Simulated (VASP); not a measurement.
# ZnCd3Se3S in VASP: a series of runs, part 2 of 2

VASP 6.6.1. The steps go on from the part before.

## (3) Relaxation of cell and atoms, PBE

This run uses another cell than the first one, of 23.42 Å³/atom, 1.029 times its volume.

The input, INCAR:

```
PREC = Normal
ENCUT = 520
EDIFF = 1E-4
ISMEAR = 0
SIGMA = 0.15
LREAL = False
LASPH = True
NELM = 60
ALGO = Fast
ISIF = 3
LWAVE = False
LCHARG = False
GGA = PE
IBRION = 2
NSW = 24
EDIFFG = -0.08
```

The input, KPOINTS:

```
Automatic mesh
0
Gamma
  3 3 3
```

The input, POSCAR:

```
ZnCd3Se3S
1.0
    5.7221133800      0.0000000000      0.0000000000
    0.0000000000      5.7221133800      0.0000000000
    0.0000000000      0.0000000000      5.7221133800
Zn Cd Se S
1 3 3 1
Direct
    0.0000000000      0.0000000000      0.0000000000
    0.0000000000      0.5000000000      0.5000000000
    0.5000000000      0.0000000000      0.5000000000
    0.5000000000      0.5000000000      0.0000000000
    0.5000000000      0.0000000000      0.0000000000
    0.0000000000      0.5000000000      0.0000000000
    0.0000000000      0.0000000000      0.5000000000
    0.5000000000      0.5000000000      0.5000000000
```

Potentials or basis: VASP PAW PBE potentials, release 64 (Zn, Cd, Se, S).

The run is started by

```console
> cat potpaw_PBE.64/Zn/POTCAR potpaw_PBE.64/Cd/POTCAR potpaw_PBE.64/Se/POTCAR potpaw_PBE.64/S/POTCAR > POTCAR
> mpirun -np 1 vasp_std > vasp.out
```

OUTCAR:

```text
PREC = Normal
   ENCUT = 520
   EDIFF = 1E-4
   ISMEAR = 0
   LREAL = False
   LASPH = True
   NELM = 60
   ISIF = 3
   GGA = PE
   IBRION = 2
   NSW = 24
   EDIFFG = -0.08

 ion  position               nearest neighbor table
   1  0.000  0.000  0.000-   5 2.86   6 2.86   7 2.86   7 2.86   6 2.86   5 2.86
   2  0.000  0.500  0.500-   6 2.86   7 2.86   8 2.86   6 2.86   7 2.86   8 2.86
   3  0.500  0.000  0.500-   5 2.86   7 2.86   8 2.86   5 2.86   8 2.86   7 2.86
   4  0.500  0.500  0.000-   5 2.86   6 2.86   8 2.86   8 2.86   5 2.86   6 2.86
   5  0.500  0.000  0.000-   1 2.86   3 2.86   4 2.86   3 2.86   4 2.86   1 2.86
   6  0.000  0.500  0.000-   1 2.86   2 2.86   4 2.86   2 2.86   1 2.86   4 2.86
   7  0.000  0.000  0.500-   1 2.86   2 2.86   3 2.86   1 2.86   2 2.86   3 2.86
   8  0.500  0.500  0.500-   2 2.86   3 2.86   4 2.86   4 2.86   3 2.86   2 2.86

  LATTYP: Found a simple cubic cell.
 ALAT       =     5.7221133800

  Lattice vectors:

 A1 = (   5.7221133800,   0.0000000000,   0.0000000000)
 A2 = (   0.0000000000,   5.7221133800,   0.0000000000)
 A3 = (   0.0000000000,   0.0000000000,   5.7221133800)

Analysis of symmetry for initial positions (statically):
=====================================================================
 Subroutine PRICEL returns:
 Original cell was already a primitive cell.

 Routine SETGRP: Setting up the symmetry group for a
 simple cubic supercell.

 Subroutine GETGRP returns: Found 48 space group operations
 (whereof 48 operations were pure point group operations)
 out of a pool of 48 trial point group operations.

The static configuration has the point symmetry O_h .

Analysis of symmetry for dynamics (positions and initial velocities):
=====================================================================
 Subroutine PRICEL returns:
 Original cell was already a primitive cell.

 Routine SETGRP: Setting up the symmetry group for a
 simple cubic supercell.

 Subroutine GETGRP returns: Found 48 space group operations
 (whereof 48 operations were pure point group operations)
 out of a pool of 48 trial point group operations.

The dynamic configuration has the point symmetry O_h .

 Subroutine INISYM returns: Found 48 space group operations
 (whereof 48 operations are pure point group operations),
 and found     1 'primitive' translations

----------------------------------------------------------------------------------------

                                     Primitive cell

  volume of cell :     187.3568

  direct lattice vectors                    reciprocal lattice vectors
     5.722113380  0.000000000  0.000000000     0.174760606  0.000000000  0.000000000
     0.000000000  5.722113380  0.000000000     0.000000000  0.174760606  0.000000000
     0.000000000  0.000000000  5.722113380     0.000000000  0.000000000  0.174760606

  length of vectors
     5.722113380  5.722113380  5.722113380     0.174760606  0.174760606  0.174760606

  position of ions in fractional coordinates (direct lattice)
     0.000000000  0.000000000  0.000000000
     0.000000000  0.500000000  0.500000000
     0.500000000  0.000000000  0.500000000
     0.500000000  0.500000000  0.000000000
     0.500000000  0.000000000  0.000000000
     0.000000000  0.500000000  0.000000000
     0.000000000  0.000000000  0.500000000
     0.500000000  0.500000000  0.500000000

  ion indices of the primitive-cell ions
   primitive index   ion index
                 1           1
                 2           2
                 3           3
                 4           4
                 5           5
                 6           6
                 7           7
                 8           8

----------------------------------------------------------------------------------------

 KPOINTS: Automatic mesh

Automatic generation of k-mesh.
 Grid dimensions read from file:
 generate k-points for:    3    3    3

 Generating k-lattice:

  Cartesian coordinates                     Fractional coordinates (reciprocal lattice)
     0.058253535  0.000000000  0.000000000     0.333333333  0.000000000  0.000000000
     0.000000000  0.058253535  0.000000000     0.000000000  0.333333333  0.000000000
     0.000000000  0.000000000  0.058253535     0.000000000  0.000000000  0.333333333

  Length of vectors
     0.058253535  0.058253535  0.058253535

  Shift w.r.t. Gamma in fractional coordinates (k-lattice)
     0.000000000  0.000000000  0.000000000

 Subroutine IBZKPT returns following result:
 ===========================================

 Found      4 irreducible k-points:

 Following reciprocal coordinates:
            Coordinates               Weight
  0.000000  0.000000  0.000000      1.000000
  0.333333  0.000000  0.000000      6.000000
  0.333333  0.333333  0.000000     12.000000
  0.333333  0.333333  0.333333      8.000000
   k-points           NKPTS =      4   k-points in BZ     NKDIM =      4   number of bands    NBANDS=     43
   number of dos      NEDOS =    301   number of ions     NIONS =      8
   total plane-waves  NPLWV =  32768
   dimension x,y,z NGX =    32 NGY =   32 NGZ =   32
   dimension x,y,z NGXF=    64 NGYF=   64 NGZF=   64
   ions per type =               1   3   3   1
   NGX,Y,Z   is equivalent  to a cutoff of   9.30,  9.30,  9.30 a.u.
   NGXF,Y,Z  is equivalent  to a cutoff of  18.59, 18.59, 18.59 a.u.
 SYSTEM =  unknown system
   PREC   = normal    normal or accurate (medium, high low for compatibility)
   ISTART =      0    job   : 0-new  1-cont  2-samecut
   ICHARG =      2    charge: 1-file 2-atom 10-const
   ISPIN  =      1    spin polarized calculation?
   LNONCOLLINEAR =      F non collinear calculations
   LSORBIT =      F    spin-orbit coupling
   LASPH  =      T    aspherical Exc in radial PAW
   ENCUT  =  520.0 eV  38.22 Ry    6.18 a.u.  10.64 10.64 10.64*2*pi/ulx,y,z
   NELM   =     60;   NELMIN=  2; NELMDL= -5     # of ELM steps
   EDIFF  = 0.1E-03   stopping-criterion for ELM
   LREAL  =      F    real-space projection
   EDIFFG = -.8E-01   stopping-criterion for IOM
   NSW    =     24    number of steps for IOM
   IBRION =      2    ionic relax: 0-MD 1-quasi-New 2-CG
   NFREE  =      1    steps in history (QN), initial steepest desc. (CG)
   ISIF   =      3    stress and relaxation
   ISYM   =      2    0-nonsym 1-usesym 2-fastsym
   POTIM  = 0.5000    time-step for ionic-motion
   TEBEG  =    0.0;   TEEND  =   0.0 temperature during run
   PSTRESS=    0.0 pullay stress
   NELECT =      72.0000    total number of electrons
   NUPDOWN=      -1.0000    fix difference up-down
   EMIN   =  10.00;   EMAX   =-10.00  energy-range for DOS
   EFERMI =   0.00;   METHOD = LEGACY
   ISMEAR =     0;   SIGMA  =   0.15  broadening in eV -4-tet -1-fermi 0-gaus
   EFERMI_NEDOS =   21; number of points for ismear=-14 and -15
   IALGO  =     68    algorithm
   IMIX   =      4    mixing-type and parameters
     AMIX     =   0.40;   BMIX     =  1.00
     AMIX_MAG =   1.60;   BMIX_MAG =  1.00
  volume/ion in A,a.u.               =      23.42       158.04
  Fermi-wavevector in a.u.,A,eV,Ry     =   1.190225  2.249200 19.274509  1.416636
  Thomas-Fermi vector in A             =   2.326315
   LORBIT       =      0    0 simple, 1 ext, 2 COOP (PROOUT), +10 PAW based schemes
   GGA     = PE    functional components
   LHFCALC =     F    Hartree Fock is set to
   AEXX    =    0.0000 exact exchange contribution
   IVDW    =     0    specifies the selected vdW correction
   LEPSILON=     F    determine dielectric tensor
   LRPA    =     F    only Hartree local field effects (RPA)
 conjugate gradient relaxation of ions
 non-spin polarized calculation
 RMM-DIIS sequential band-by-band and
 Gauss-broadening in eV      SIGMA  =   0.15
  energy-cutoff  :      520.00
  volume of cell :      187.36
 maximum number of plane-waves:      5061
   NGX = 21   NGY = 21   NGZ = 21

--------------------------------------- Ionic step        1  -------------------------------------------

 number of electron      71.9999795 magnetization

 Free energy of the ion-electron system (eV)
  ---------------------------------------------------
  ext. energy  EPLUGINS =         0.00000000
  ---------------------------------------------------
  free energy    TOTEN  =       -21.38375672 eV

  energy without entropy =      -21.34809970  energy(sigma->0) =      -21.36592821

 E-fermi :   2.0103     XC(G=0):  -9.8513

 val. band max:        1.9325507312   @ k =   0.3333   0.3333   0.0000
 cond. band min:       2.1598305141   @ k =   0.0000   0.0000   0.0000
 fundamental gap:      0.2272797829
 Fermi energy:         2.0102515789

 k-point     1 :       0.0000    0.0000    0.0000
  band No.  band energies     occupation
      1     -10.7264      2.00000
      2      -9.9640      2.00000
      3      -9.9640      2.00000
      4      -9.6084      2.00000
      5      -5.7798      2.00000
      6      -5.7798      2.00000
[... 254 lines left out ...]
  energy  without entropy=      -21.4693027238  energy(sigma->0) =      -21.48597256

--------------------------------------- Ionic step        3  -------------------------------------------

 number of electron      72.0000117 magnetization

 Free energy of the ion-electron system (eV)
  ---------------------------------------------------
  ext. energy  EPLUGINS =         0.00000000
  ---------------------------------------------------
  free energy    TOTEN  =       -21.50605781 eV

  energy without entropy =      -21.47263882  energy(sigma->0) =      -21.48934831

 E-fermi :   2.5376     XC(G=0): -10.1387

 val. band max:        2.4589724944   @ k =   0.3333   0.3333   0.0000
 cond. band min:       2.9269558194   @ k =   0.0000   0.0000   0.0000
 fundamental gap:      0.4679833250
 Fermi energy:         2.5376278539

 k-point     1 :       0.0000    0.0000    0.0000
  band No.  band energies     occupation
      1     -10.5529      2.00000
      2      -9.6699      2.00000
      3      -9.6699      2.00000
      4      -9.3482      2.00000
      5      -5.3682      2.00000
      6      -5.3682      2.00000
[... 208 lines left out ...]
  FREE ENERGIE OF THE ION-ELECTRON SYSTEM (eV)
  ---------------------------------------------------
  free  energy   TOTEN  =       -21.5060578055 eV

  energy  without entropy=      -21.4726388192  energy(sigma->0) =      -21.48934831

 reached required accuracy - stopping structural energy minimisation
```

It took 31 s on 1 thread of Intel Xeon Platinum 8488C (Sapphire Rapids), shared host; peak memory 0.2 GiB.

Results:

```
Free energy                            : -21.5061 eV
Relaxed volume                         : 22.05 Å³/atom
Relaxed cell                           : a = 5.608 Å, b = 5.608 Å, c = 5.608 Å, α = 90.00°, β = 90.00°, γ = 90.00°
Space group after relaxing (to 0.05 Å) : Pm-3m (No. 221)
Energy gained by relaxing              : 15.3 meV/atom
Ionic steps                            : 3
Pressure after relaxing                : -0.1 GPa
Band gap on the k mesh                 : none (metal or under the smearing width)
```

The path:
```csv
step,energy change (eV),largest force (eV/Å),pressure (GPa),volume (Å³)
1,0.0000,0.0000,-3.28,187.36
2,-0.1189,0.0000,0.69,174.66
3,-0.1223,0.0000,-0.06,176.37
```

Final structure:
```
Zn Cd Se S
1.0
     5.60796    0.00000    0.00000
     0.00000    5.60796    0.00000
     0.00000    0.00000    5.60796
Zn Cd Se S
1 3 3 1
Direct
  0.00000 0.00000 0.00000
  0.00000 0.50000 0.50000
  0.50000 0.00000 0.50000
  0.50000 0.50000 0.00000
  0.50000 0.00000 0.00000
  0.00000 0.50000 0.00000
  0.00000 0.00000 0.50000
  0.50000 0.50000 0.50000
```

Caveat: the k mesh is coarse (spacing up to 0.37 Å⁻¹), so the values aren't converged; the relaxation stopped at a loose force limit of 0.08 eV/Å, so its end isn't a converged minimum.
